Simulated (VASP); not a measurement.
# Ti: surface energy and work function by face

How do surface energy, work function and relaxation of Ti depend on the face?

Main program and level: VASP 6.6.1; r2SCAN; plane waves and PAW (Ti).

Report form: the programs' logs are mostly left out.

## 1. The structure

The structure is hexagonal, space group P6_3/mmc (No. 194). Conventional cell: a = 2.950 Å, b = 2.950 Å, c = 4.685 Å, α = 90.00°, β = 90.00°, γ = 120.00°. Nearest to Ti lie 12 Ti at 2.90 to 2.95 Å.

Structure file:

```
Ti
1.0
     2.95000    0.00000    0.00000
    -1.47500    2.55477    0.00000
     0.00000    0.00000    4.68460
Ti
2
Direct
  0.00000 0.00000 0.00000
  0.33333 0.66667 0.50000
```

## 2. The bulk reference, job relaxation, k-mesh 15×15×8

The bulk crystal is relaxed first, so that the slabs are cut at this functional's lattice.

INCAR reads:

```
SYSTEM = Ti
PREC = Accurate
ENCUT = 420
EDIFF = 1E-06
NELM = 120
ISMEAR = 1
SIGMA = 0.15
LREAL = .FALSE.
ALGO = Normal
METAGGA = R2SCAN
LASPH = .TRUE.
NBANDS = 10
LORBIT = 11
LWAVE = .FALSE.
LCHARG = .FALSE.
KPAR = 4
IBRION = 2
NSW = 30
ISIF = 3
EDIFFG = -0.01
POTIM = 0.4
```

POSCAR reads:

```
Ti
1.0
    2.9500000000      0.0000000000      0.0000000000
   -1.4750000000      2.5547749412      0.0000000000
    0.0000000000      0.0000000000      4.6846000000
Ti
2
Direct
    0.0000000000      0.0000000000      0.0000000000
    0.3333333333      0.6666666667      0.5000000000
```

KPOINTS reads:

```
Automatic mesh
0
Gamma
15 15 8
0 0 0
```

Potentials, in the order of the species: Ti (PBE family, release 64).

Started as:

```bash
$ mpirun -np 4 vasp_std
```

Run time: 76 s. Hardware: 4 MPI ranks of Intel Xeon Platinum 8488C (Sapphire Rapids), shared host; peak memory 0.62 GiB.

The PAW data sets were made with PBE, which is usual practice but a small mismatch for other functionals. The data set Ti keeps the semicore shell frozen, which is cheaper and a little less accurate. The run keeps the 24 symmetry operations of its start, so it cannot find a distortion of lower symmetry.

Step by step:

```
step  energy less that of the first step (eV)  largest force (eV/Å)  pressure (GPa)  volume (Å³)
   1                                   0.0000                0.0000           -4.26        35.31
   2                                  -0.0134                0.0000            2.35        33.42
   3                                  -0.0177                0.0000            0.05        34.03
   4                                  -0.0177                0.0000           -0.04        34.05
   5                                  -0.0178                0.0000           -0.05        34.05
   6                                  -0.0179                0.0000           -0.07        34.05
```

```
conventional cell, symmetrised  before  after  change
                         a (Å)   2.950  2.921  -1.0 %
                         b (Å)   2.950  2.921  -1.0 %
                         c (Å)   4.685  4.608  -1.6 %
              volume (Å³/atom)   17.65  17.03  -3.5 %
```

The relaxed structure:

```xyz
2
Lattice="2.9213 0.0000 0.0000 -1.4607 2.5300 0.0000 0.0000 0.0000 4.6077" Properties=species:S:1:pos:R:3 pbc="T T T"
Ti    0.0000    0.0000    0.0000
Ti    0.0000    1.6866    2.3038
```

This step gave:

* electronic steps: 38
* electrons: 8
* free energy (TOTEN): -25.73 eV
* energy at zero smearing: -25.74 eV
* Fermi energy: 3.219 eV
* metallic: yes

The run ended after 6 ionic steps, 0.018 eV below its first step, once forces and stress met EDIFFG = -0.01.

Energy at zero smearing: -25.73549 eV.

## 3. The bulk reference, job self-consistent run, k-mesh 18×18×10

INCAR reads:

```
SYSTEM = Ti
PREC = Normal
ENCUT = 320
EDIFF = 1E-06
NELM = 120
ISMEAR = 1
SIGMA = 0.15
LREAL = .FALSE.
ALGO = Normal
METAGGA = R2SCAN
LASPH = .TRUE.
NBANDS = 10
LORBIT = 11
LWAVE = .FALSE.
LCHARG = .FALSE.
KPAR = 4
```

POSCAR reads:

```
Ti
1.0
    2.9213449237      0.0000000000      0.0000000000
   -1.4606724618      2.5299589172      0.0000000000
    0.0000000000      0.0000000000      4.6076747043
Ti
2
Direct
    0.0000000000      0.0000000000      0.0000000000
    0.3333333333      0.6666666667      0.5000000000
```

KPOINTS reads:

```
Automatic mesh
0
Gamma
18 18 10
0 0 0
```

Started as:

```bash
$ mpirun -np 4 vasp_std
```

Elapsed: 19 s, on 4 MPI ranks; peak memory 0.52 GiB.

This step gave:

```
electronic steps        : 12
energy at zero smearing : -25.73 eV
Fermi energy            : 3.227 eV
```

Energy at zero smearing: -25.73400 eV.

The run ends at a pressure of -0.09 GPa.

## 4. Relaxing the slab, 8 atoms, face Ti(0001)

System of this step: Ti(0001). The cell holds 8 atoms: 8 Ti. Cell: a = 2.921 Å, b = 2.921 Å, c = 31.127 Å, α = 90.0°, β = 90.0°, γ = 60.0°. It derives from Ti. 8 layers of hcp Ti, cut at this functional's lattice. Vacuum lies along c.

All atoms relax at the fixed cell.

INCAR reads:

```
SYSTEM = Ti
PREC = Normal
ENCUT = 320
EDIFF = 1E-05
NELM = 120
ISMEAR = 1
SIGMA = 0.15
LREAL = .FALSE.
ALGO = Normal
METAGGA = R2SCAN
LASPH = .TRUE.
NBANDS = 24
LORBIT = 11
LWAVE = .FALSE.
LCHARG = .FALSE.
KPAR = 4
IBRION = 2
NSW = 40
ISIF = 2
EDIFFG = -0.03
POTIM = 0.4
MAXMIX = 40
```

POSCAR reads:

```
Ti
1.0
    2.9213449237      0.0000000000      0.0000000000
    1.4606724618      2.5299589171      0.0000000000
    0.0000000000      0.0000000000     31.1268614650
Ti
8
Direct
    0.6666666700      0.6666666700      0.2409494500
    0.0000000000      0.0000000000      0.3149638900
    0.6666666700      0.6666666700      0.3889783300
    0.0000000000      0.0000000000      0.4629927800
    0.6666666700      0.6666666700      0.5370072200
    0.0000000000      0.0000000000      0.6110216700
    0.6666666700      0.6666666700      0.6850361100
    0.0000000000      0.0000000000      0.7590505500
```

KPOINTS reads:

```
Automatic mesh
0
Gamma
12 12 1
0 0 0
```

Started as:

```bash
$ mpirun -np 4 vasp_std
```

It took 2.5 min on 4 MPI ranks; peak memory 0.77 GiB.

The run keeps the 12 symmetry operations of its start, so it cannot find a distortion of lower symmetry.

The steps of the relaxation:

```
step  energy less that of the first step (eV)  largest force (eV/Å)
   1                                   0.0000                0.6912
   2                                  -0.0564                0.5140
   3                                  -0.1158                0.0911
   4                                  -0.1162                0.0939
   5                                  -0.1162                0.0917
   6                                  -0.1175                0.0647
   7                                  -0.1191                0.0263
```

The atoms that moved most (Å):

```
atom     dx     dy      dz  length
 Ti8  0.000  0.000  -0.086   0.086
 Ti1  0.000  0.000   0.086   0.086
 Ti2  0.000  0.000  -0.081   0.081
 Ti7  0.000  0.000   0.081   0.081
 Ti5  0.000  0.000   0.017   0.017
 Ti4  0.000  0.000  -0.017   0.017
```

Final coordinates:

```cif
data_structure
_symmetry_space_group_name_H-M 'P 1'
_symmetry_Int_Tables_number 1
_cell_length_a 2.9213
_cell_length_b 2.9213
_cell_length_c 31.1269
_cell_angle_alpha 90.000
_cell_angle_beta 90.000
_cell_angle_gamma 60.000
_cell_volume 230.05
loop_
_atom_site_label
_atom_site_type_symbol
_atom_site_fract_x
_atom_site_fract_y
_atom_site_fract_z
_atom_site_occupancy
Ti1 Ti 0.66667 0.66667 0.24371 1
Ti2 Ti 0.00000 0.00000 0.31235 1
Ti3 Ti 0.66667 0.66667 0.38913 1
Ti4 Ti 0.00000 0.00000 0.46245 1
Ti5 Ti 0.66667 0.66667 0.53755 1
Ti6 Ti 0.00000 0.00000 0.61087 1
Ti7 Ti 0.66667 0.66667 0.68765 1
Ti8 Ti 0.00000 0.00000 0.75629 1
```

This step gave:

```
electronic steps        : 62
electrons               : 32
free energy (TOTEN)     : -100.9198 eV
energy at zero smearing : -100.9194 eV
Fermi energy            : 0.1643 eV
```

The run ended after 7 ionic steps, 0.119 eV below its first step, once the forces on the free atoms met EDIFFG = -0.03.

## 5. Vacuum level and density of states, 8 atoms, face Ti(0001)

A static run writes the electrostatic potential without exchange and correlation (LVHAR), which is flat in the vacuum and gives the level to count from. The dipole correction cancels the field that unlike faces would set up across the vacuum.

INCAR reads:

```
SYSTEM = Ti
PREC = Normal
ENCUT = 320
EDIFF = 1E-06
NELM = 120
ISMEAR = 1
SIGMA = 0.15
LREAL = .FALSE.
ALGO = Normal
METAGGA = R2SCAN
LASPH = .TRUE.
NBANDS = 24
LORBIT = 11
LWAVE = .FALSE.
LCHARG = .TRUE.
KPAR = 4
IDIPOL = 3
LDIPOL = .TRUE.
DIPOL = 0.5 0.5 0.5
LVHAR = .TRUE.
LVACPOTAV = .TRUE.
NEDOS = 1500
```

POSCAR reads:

```
Ti
1.0
    2.9213449237      0.0000000000      0.0000000000
    1.4606724618      2.5299589171      0.0000000000
    0.0000000000      0.0000000000     31.1268614650
Ti
8
Direct
    0.6666666700      0.6666666700      0.2437113815
    0.0000000000      0.0000000000      0.3123530251
    0.6666666700      0.6666666700      0.3891266141
    0.0000000000      0.0000000000      0.4624502848
    0.6666666700      0.6666666700      0.5375497152
    0.0000000000      0.0000000000      0.6108733859
    0.6666666700      0.6666666700      0.6876469749
    0.0000000000      0.0000000000      0.7562886185
```

KPOINTS is that of step 4.

Started as:

```bash
$ mpirun -np 4 vasp_std
```

Wall time 66 s (4 MPI ranks); peak memory 0.75 GiB.

This step gave:

| Property | Result |
| --- | --- |
| electronic steps | 31 |
| Fermi energy | 0.1646 eV |
| dipole moment | 0, 0, -2.00e-6 e·Å |
| vacuum levels | 4.691, 4.692 eV |
| work functions of the upper and lower face | 4.526, 4.527 eV |

The planar average of the electrostatic potential oscillates, so the rows of the table below give means over windows of 2.33 Å about each position, cut where the curve ends. Its maxima inside the range that stand out by 2 % of the span (Å: eV): 8.7: -1.56, 10.9: -0.137, 13.2: -0.811, 15.6: -0.391, 17.9: -0.811, 20.2: -0.137, 22.5: -1.56. Its minima: 7.6: -5.60, 9.8: -5.43, 12.1: -5.45, 14.5: -5.49, 16.8: -5.49, 19.0: -5.45, 21.3: -5.43, 23.6: -5.60.

Zero at the Fermi level. Table of planar average of the electrostatic potential by height; means over each step:

```
height (Å)  planar average of the electrostatic potential (eV)
      1.17                                                4.53
      3.50                                                4.51
      5.83                                                2.25
      8.16                                               -3.65
     10.48                                               -2.97
     12.82                                               -3.30
     15.14                                               -3.13
     17.48                                               -3.32
     19.80                                               -2.97
     22.13                                               -3.62
     24.46                                               -1.11
     26.80                                                4.42
     29.12                                                4.53
```

Density of states in the PAW spheres, an atom over height of the layer and energy from the Fermi level.

Ten even steps from '_' (0.00 states/eV) to '@' (1.95 states/eV), each cell a mean:
```
@@**@@@@@@@@**@@
%%==++====++==%%
**--==----==--**
++**%%####%%**++
##%%++****++%%##
======++++======
==**++++++++**==
==++========++==
::------------::
..::::::::::::..
................
____..____..____
________________
________________
________________
________________
________________
________________
________________
________________
________________
________________
```
Columns: height of the layer (Å) from 7.6 to 23.5 (not evenly spaced); rows upwards: energy from the Fermi level (eV) from -7.9 to 0.5.

Valence density in the ca plane at fractional y = 0.000, with atoms of Ti within 0.2 Å of it. It is the smooth field of the valence electrons, not physical close to the nuclei.

Ten even steps from '0' (0.0 e/Å³) to '9' (1.1 e/Å³), each cell a mean:
```
21125873211222123685211122222587300000000000
11112432111111112342111112212343100000000000
11111211111121111121111112111221100000000000
21111111111221111111111122111111100000000000
11111111111221111111111122111111100000000000
11112221111111111232111111111222100000000000
21123652111121112564211112222465200000000000
22136984211222124796311122222599410000000000
```
Columns run along c (16.0 Å, from fractional 0.40 to 0.92 of the cell), rows up along a (2.9 Å). Atoms in or near the plane, at fractional coordinates: Ti at (0.46, 0.00), Ti at (0.61, 0.00), Ti at (0.76, 0.00).

The map of layer states is cut here 0.5 eV above the Fermi level, so it leaves out the states above that.

The vacuum level lies 4.53 eV above the Fermi level at the upper face; both faces agree, as the slab has next to no dipole.

The program found no field-free point at its default tolerance, but its printed level agrees with the flat part of the planar average.

On this mesh the fine structure of the density of states is sampling noise, and high empty states may be cut by the number of bands.

## 6. Relaxing the slab, 12 atoms, face Ti(10-10)

System of this step: Ti(10-10). The cell holds 12 atoms: 12 Ti. Its edges and angles: a = 2.921 Å, b = 4.608 Å, c = 28.493 Å, α = 90.0°, β = 90.0°, γ = 90.0°. It derives from Ti. 12 layers of hcp Ti, cut at this functional's lattice. Vacuum lies along c.

INCAR reads:

```
SYSTEM = Ti
PREC = Normal
ENCUT = 320
EDIFF = 1E-05
NELM = 120
ISMEAR = 1
SIGMA = 0.15
LREAL = .FALSE.
ALGO = Normal
METAGGA = R2SCAN
LASPH = .TRUE.
NBANDS = 36
LORBIT = 11
LWAVE = .FALSE.
LCHARG = .FALSE.
KPAR = 4
IBRION = 2
NSW = 40
ISIF = 2
EDIFFG = -0.03
POTIM = 0.4
MAXMIX = 40
```

POSCAR reads:

```
Ti
1.0
    2.9213449237      0.0000000000      0.0000000000
    0.0000000000      4.6076747043      0.0000000000
    0.0000000000      0.0000000000     28.4931142248
Ti
12
Direct
    0.0000000000      0.0000000000      0.2632214900
    0.5000000000      0.0000000000      0.3520134300
    0.5000000000      0.5000000000      0.2928188000
    0.0000000000      0.0000000000      0.4408053700
    0.0000000000      0.5000000000      0.3816107500
    0.5000000000      0.0000000000      0.5295973100
    0.5000000000      0.5000000000      0.4704026900
    0.0000000000      0.0000000000      0.6183892500
    0.0000000000      0.5000000000      0.5591946300
    0.5000000000      0.0000000000      0.7071812000
    0.5000000000      0.5000000000      0.6479865700
    0.0000000000      0.5000000000      0.7367785100
```

KPOINTS reads:

```
Automatic mesh
0
Gamma
10 7 1
0 0 0
```

Started as:

```bash
$ mpirun -np 4 vasp_std
```

It took 8 min on 4 MPI ranks; peak memory 1.1 GiB.

The run keeps the 8 symmetry operations of its start, so it cannot find a distortion of lower symmetry.

The steps of the relaxation:

```
step  energy less that of the first step (eV)  largest force (eV/Å)
   1                                   0.0000                0.3272
   2                                  -0.0137                0.2637
   3                                  -0.0344                0.0976
   4                                  -0.0356                0.0909
   5                                  -0.0378                0.0627
   6                                  -0.0390                0.0570
   7                                  -0.0400                0.0405
   8                                  -0.0416                0.0726
   9                                  -0.0425                0.0487
  10                                  -0.0435                0.0462
  11                                  -0.0436                0.0403
  12                                  -0.0439                0.0207
```

The atoms that moved most (Å):

```
atom     dx     dy      dz  length
Ti12  0.000  0.000  -0.100   0.100
 Ti1  0.000  0.000   0.100   0.100
 Ti3  0.000  0.000   0.065   0.065
Ti10  0.000  0.000  -0.065   0.065
 Ti8  0.000  0.000  -0.006   0.006
 Ti5  0.000  0.000   0.006   0.006
```

Final coordinates:

```xyz
12
Lattice="2.9213 0.0000 0.0000 0.0000 4.6077 0.0000 0.0000 0.0000 28.4931" Properties=species:S:1:pos:R:3
Ti    0.0000    0.0000    7.6001
Ti    1.4607    0.0000   10.0284
Ti    1.4607    2.3038    8.4080
Ti    0.0000    0.0000   12.5577
Ti    0.0000    2.3038   10.8791
Ti    1.4607    0.0000   15.0922
Ti    1.4607    2.3038   13.4009
Ti    0.0000    0.0000   17.6140
Ti    0.0000    2.3038   15.9354
Ti    1.4607    0.0000   20.0852
Ti    1.4607    2.3038   18.4647
Ti    0.0000    2.3038   20.8930
```

This step gave:

* electronic steps: 87
* electrons: 48
* free energy (TOTEN): -150.6776 eV
* energy at zero smearing: -150.6754 eV
* Fermi energy: -0.0114 eV

The run ended after 12 ionic steps, 0.044 eV below its first step, once the forces on the free atoms met EDIFFG = -0.03.

[end of part 1 of 2]

[Lines on the potential files, build, host, timing and source positions are cut from VASP's logs without a mark.]

[Logs are printed without paths, hosts, clocks, repeated set-up lines and the standing remarks that a program may print on its own settings, such as how far it seeks lower states.]

[Hosts, paths, dates, database ids (printed as entryN), source tags and the programs' standing remarks are cut or masked in the printed files.]

[Runs that stopped without an error message from VASP are left out.]

[In band tables of VASP the shares of atoms and orbitals are scaled to a sum of 1 inside the atoms' spheres.]
